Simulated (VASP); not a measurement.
Here is the system:

```xyz
2
Lattice="4.5700 0.0000 0.0000 0.0000 4.5700 0.0000 0.0000 0.0000 4.5700" Properties=species:S:1:pos:R:3 pbc="T T T"
Cs     0.0000     0.0000     0.0000
I      2.2850     2.2850     2.2850
```

Calculation: PBEsol GGA, VASP's PBE PAW potentials (set 64) (plane waves; VASP 6.6.1). Numerical set-up: 480 eV cut-off, 5×5×5 Γ-centred mesh, Gaussian smearing of 0.050 eV, potentials Cs_sv I.

Energy and stress use the plane-wave basis of the starting cell.

Task: The ions, cell shape and volume are relaxed. What does this cell relax into?

Result: 
```xyz
2
Lattice="4.5170 0.0000 0.0000 0.0000 4.5170 0.0000 0.0000 0.0000 4.5170" Properties=species:S:1:pos:R:3 pbc="T T T"
Cs     0.0000     0.0000     0.0000
I      2.2585     2.2585     2.2585
```
Space group Pm-3m (221), at a tolerance of 0.03 Å.

Task: How do energy and volume change from the first to the last step?

Result: The energy (σ→0) changes by -2.5 meV/atom and the volume by -3.4 %, in 3 ionic steps.

```json
[
 {"step": "1", "E(σ→0) (eV)": "-5.7694", "max force (eV/Å)": "0.000", "pressure (GPa)": "-0.43", "volume (Å³)": "95.44"},
 {"step": "2", "E(σ→0) (eV)": "-5.7731", "max force (eV/Å)": "0.000", "pressure (GPa)": "-0.23", "volume (Å³)": "93.68"},
 {"step": "3", "E(σ→0) (eV)": "-5.7744", "max force (eV/Å)": "0.000", "pressure (GPa)": "-0.03", "volume (Å³)": "92.16"}
]
```

The compound is CsI in the CsCl type structure. This run relaxes it. Symmetry was kept, so distortions that lower it aren't found.
